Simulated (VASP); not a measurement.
Energy against volume of CoAl (CsCl type). Calculation: PBE GGA, VASP's PBE PAW potentials (set 64) (plane waves; VASP). Numerical set-up: 520 eV cut-off, 13×13×13 Γ-centred mesh, first-order Methfessel-Paxton smearing of 0.10 eV, potentials Al Co.

```
V (Å³/atom)  E (eV/atom)
-----------  -----------
11.242          -5.98806
11.590          -5.99428
11.937          -5.98880
12.285          -5.97335
```

Question: Fit these four points and predict the energy of the run at 10.894 Å³/atom.

Answer: A cubic in V^(−2/3), the third-order Birch-Murnaghan form, passes through the four points with V0 = 11.59 Å³/atom and B0 = 179 GPa, and gives -5.9680 eV/atom there. The run gave -5.9681 eV/atom, -0.1 meV/atom from the fit; all five points give B0 = 179 GPa.

The compound is CoAl in the CsCl type structure. It was relaxed first. The run is not spin-polarised, so no magnetic state was tried.
